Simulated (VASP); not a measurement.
Output of a VASP run:

### OUTCAR
```
 ion  position               nearest neighbor table
   1  0.500  0.500  0.500-   2 2.73   2 2.73   2 2.73   2 2.73   2 2.73   2 2.73   2 2.73   2 2.73
  LATTYP: Found a simple cubic cell.
 ALAT       =     3.1477868826
 Subroutine PRICEL returns:
 Original cell was already a primitive cell.
 Subroutine GETGRP returns: Found 48 space group operations
The static configuration has the point symmetry O_h .
The dynamic configuration has the point symmetry O_h .
 Subroutine INISYM returns: Found 48 space group operations
 Subroutine IBZKPT returns following result:
 Found     84 irreducible k-points:

 Following reciprocal coordinates:
            Coordinates               Weight
  0.000000  0.000000  0.000000      1.000000
  0.076923  0.000000  0.000000      6.000000
  0.153846  0.000000  0.000000      6.000000
  0.230769  0.000000  0.000000      6.000000
  0.307692  0.000000  0.000000      6.000000
  0.384615  0.000000  0.000000      6.000000
  0.461538  0.000000  0.000000      6.000000
  0.076923  0.076923  0.000000     12.000000
  0.153846  0.076923  0.000000     24.000000
  0.230769  0.076923  0.000000     24.000000
  0.307692  0.076923  0.000000     24.000000
  0.384615  0.076923  0.000000     24.000000
  0.461538  0.076923  0.000000     24.000000
  0.153846  0.153846  0.000000     12.000000
  0.230769  0.153846  0.000000     24.000000
  0.307692  0.153846  0.000000     24.000000
  0.384615  0.153846  0.000000     24.000000
  0.461538  0.153846  0.000000     24.000000
  0.230769  0.230769  0.000000     12.000000
  0.307692  0.230769  0.000000     24.000000
  0.384615  0.230769  0.000000     24.000000
  0.461538  0.230769  0.000000     24.000000
  0.307692  0.307692  0.000000     12.000000
  0.384615  0.307692  0.000000     24.000000
  0.461538  0.307692  0.000000     24.000000
  0.384615  0.384615  0.000000     12.000000
  0.461538  0.384615  0.000000     24.000000
  0.461538  0.461538  0.000000     12.000000
  0.076923  0.076923  0.076923      8.000000
  0.153846  0.076923  0.076923     24.000000
  0.230769  0.076923  0.076923     24.000000
  0.307692  0.076923  0.076923     24.000000
  0.384615  0.076923  0.076923     24.000000
  0.461538  0.076923  0.076923     24.000000
  0.153846  0.153846  0.076923     24.000000
  0.230769  0.153846  0.076923     48.000000
  0.307692  0.153846  0.076923     48.000000
  0.384615  0.153846  0.076923     48.000000
  0.461538  0.153846  0.076923     48.000000
  0.230769  0.230769  0.076923     24.000000
   k-points           NKPTS =     84   k-points in BZ     NKDIM =     84   number of bands    NBANDS=     15
   number of dos      NEDOS =    601   number of ions     NIONS =      2
   total plane-waves  NPLWV =  13824
   dimension x,y,z NGX =    24 NGY =   24 NGZ =   24
   dimension x,y,z NGXF=    48 NGYF=   48 NGZF=   48
   ions per type =               1   1
   PREC   = accura    normal or accurate (medium, high low for compatibility)
   ISTART =      0    job   : 0-new  1-cont  2-samecut
   ICHARG =      2    charge: 1-file 2-atom 10-const
   ISPIN  =      1    spin polarized calculation?
   LNONCOLLINEAR =      F non collinear calculations
   LSORBIT =      F    spin-orbit coupling
   INIWAV =      1    electr: 0-lowe 1-rand  2-diag
   ENCUT  =  520.0 eV  38.22 Ry    6.18 a.u.   5.85  5.85  5.85*2*pi/ulx,y,z
   NELM   =    100;   NELMIN=  2; NELMDL= -5     # of ELM steps
   EDIFF  = 0.1E-06   stopping-criterion for ELM
   LREAL  =      F    real-space projection
   NLSPLINE    = F    spline interpolate recip. space projectors
   LMAXMIX     =    6 max onsite mixed and CHGCAR
   VOSKOWN=      0    Vosko Wilk Nusair interpolation
   EDIFFG = 0.1E-05   stopping-criterion for IOM
   NSW    =      0    number of steps for IOM
   NBLOCK =      1;   KBLOCK =      1    inner block; outer block
   IBRION =     -1    ionic relax: 0-MD 1-quasi-New 2-CG
   NFREE  =      0    steps in history (QN), initial steepest desc. (CG)
...
```

### OSZICAR
```
       N       E                     dE             d eps       ncg     rms          rms(c)
DAV:   1     0.161107295435E+03    0.16111E+03   -0.13896E+04  2544   0.243E+03
DAV:   2     0.886618777693E+00   -0.16022E+03   -0.15552E+03  2709   0.471E+02
DAV:   3    -0.802041831796E+01   -0.89070E+01   -0.88645E+01  3339   0.127E+02
DAV:   4    -0.810488115392E+01   -0.84463E-01   -0.84474E-01  3108   0.130E+01
DAV:   5    -0.810656107415E+01   -0.16799E-02   -0.16804E-02  3561   0.160E+00    0.105E+01
DAV:   6    -0.130434517927E+02   -0.49369E+01   -0.19332E+01  2520   0.660E+01    0.452E+00
DAV:   7    -0.129414454110E+02    0.10201E+00   -0.24556E+00  3255   0.471E+01    0.335E+00
DAV:   8    -0.131027677912E+02   -0.16132E+00   -0.21972E-01  2793   0.974E+00    0.177E+00
DAV:   9    -0.131285283293E+02   -0.25761E-01   -0.25021E-01  3185   0.105E+01    0.382E-01
DAV:  10    -0.131211702376E+02    0.73581E-02   -0.30198E-02  2772   0.245E+00    0.672E-02
DAV:  11    -0.131234563059E+02   -0.22861E-02   -0.11738E-03  2653   0.571E-01    0.775E-02
DAV:  12    -0.131238298556E+02   -0.37355E-03   -0.31713E-04  3088   0.379E-01    0.242E-02
DAV:  13    -0.131238477358E+02   -0.17880E-04   -0.67846E-05  3442   0.117E-01    0.732E-03
DAV:  14    -0.131238725242E+02   -0.24788E-04   -0.13354E-05  2611   0.524E-02    0.409E-03
DAV:  15    -0.131238753691E+02   -0.28449E-05   -0.45322E-07  2744   0.108E-02    0.334E-03
DAV:  16    -0.131238765893E+02   -0.12202E-05   -0.12894E-07  1995   0.588E-03    0.592E-04
DAV:  17    -0.131238766894E+02   -0.10005E-06   -0.50203E-08  1400   0.494E-03    0.184E-04
DAV:  18    -0.131238766990E+02   -0.96134E-08   -0.13530E-08  1337   0.239E-03
   1 F= -.13123877E+02 E0= -.13123877E+02  d E =0.000000E+00
       N       E                     dE             ncg
```

### OUTCAR
```
------------------------ aborting loop because EDIFF is reached ----------------------------------------
  FORCE on cell =-STRESS in cart. coord.  units (eV):
  Direction    XX          YY          ZZ          XY          YZ          ZX
  --------------------------------------------------------------------------------------
  Total        0.0047905      0.0047905      0.0047905      0.0000000      0.0000000     -0.0000000
  in kB        0.2460789      0.2460789      0.2460789      0.0000000      0.0000000     -0.0000000
  external PRESSURE =       0.2460789 kB  Pullay stress =       0.0000000 kB
  volume of cell :       31.19
      direct lattice vectors                 reciprocal lattice vectors
     3.147786883  0.000000000  0.000000000     0.317683515  0.000000000  0.000000000
     0.000000000  3.147786883  0.000000000     0.000000000  0.317683515  0.000000000
     0.000000000  0.000000000  3.147786883     0.000000000  0.000000000  0.317683515
 POSITION                                       TOTAL-FORCE (eV/Angst)
 -----------------------------------------------------------------------------------
      1.57389      1.57389      1.57389         0.000000      0.000000      0.000000
      0.00000      0.00000      0.00000         0.000000      0.000000      0.000000
 -----------------------------------------------------------------------------------
    total drift:                                0.000000      0.000000     -0.000000
  FREE ENERGIE OF THE ION-ELECTRON SYSTEM (eV)
  ---------------------------------------------------
  free  energy   TOTEN  =       -13.1238766990 eV

  energy  without entropy=      -13.1238766990  energy(sigma->0) =      -13.12387670

 total charge

# of ion       s       p       d       tot
------------------------------------------
    1        0.516   0.453   9.800  10.769
    2        0.626   0.397   8.699   9.722
--------------------------------------------------
tot          1.142   0.850  18.499  20.491
```
(Selected blocks of OUTCAR.)

### POSCAR
```
AuZn
1
    3.1477868826     0.0000000000     0.0000000000
    0.0000000000     3.1477868826     0.0000000000
   -0.0000000000    -0.0000000000     3.1477868826
Zn Au
1 1
Direct
  0.5000000000   0.5000000000   0.5000000000
  0.0000000000   0.0000000000   0.0000000000
```

### Question
Write an INCAR and KPOINTS that could have produced this output.

### Answer
One answer among several that fit: the input of the run itself, TPSS meta-GGA, plane waves, VASP's PBE PAW potentials (set 64).

File KPOINTS_OPT:
```
k-points along high-symmetry lines
10
Line-mode
Reciprocal
  0.000000   0.000000   0.000000 ! GAMMA
  0.000000   0.500000   0.000000 ! X

  0.000000   0.500000   0.000000 ! X
  0.500000   0.500000   0.000000 ! M

  0.500000   0.500000   0.000000 ! M
  0.000000   0.000000   0.000000 ! GAMMA

  0.000000   0.000000   0.000000 ! GAMMA
  0.500000   0.500000   0.500000 ! R

  0.500000   0.500000   0.500000 ! R
  0.000000   0.500000   0.000000 ! X

  0.500000   0.500000   0.500000 ! R
  0.500000   0.500000   0.000000 ! M
```

**KPOINTS**
```
Automatic mesh
0
G
13 13 13
0 0 0
```

INCAR:
```
# general
SYSTEM =AuZn
PREC   =Accurate
ENCUT  =520
LREAL  =.False.   # projection in real space or not
LASPH  =.True.

# electronic loop
EDIFF  =1E-7   # SCF stop (eV)
NELM   =100   # most electronic steps
ALGO   =Normal   # blocked Davidson
LMAXMIX=6   # l cut-off of mixed one-centre charges
LMIXTAU=.True.

# smearing
ISMEAR =-5

# functional
METAGGA=TPSS

# ions
ISIF   =2   # forces and stress, cell fixed

# output
LWAVE  =.False.
LCHARG =.False.
LORBIT =11
NEDOS  =601
```

POTCAR, in this order: Zn Au (PBE.64 set). Program: vasp_std.

For a metal the tetrahedron method with Blöchl corrections gives inexact stress and forces.

The compound is AuZn in the CsCl type structure. It was relaxed first. The electron count is odd and the run is not spin-polarised, which forces a metal.
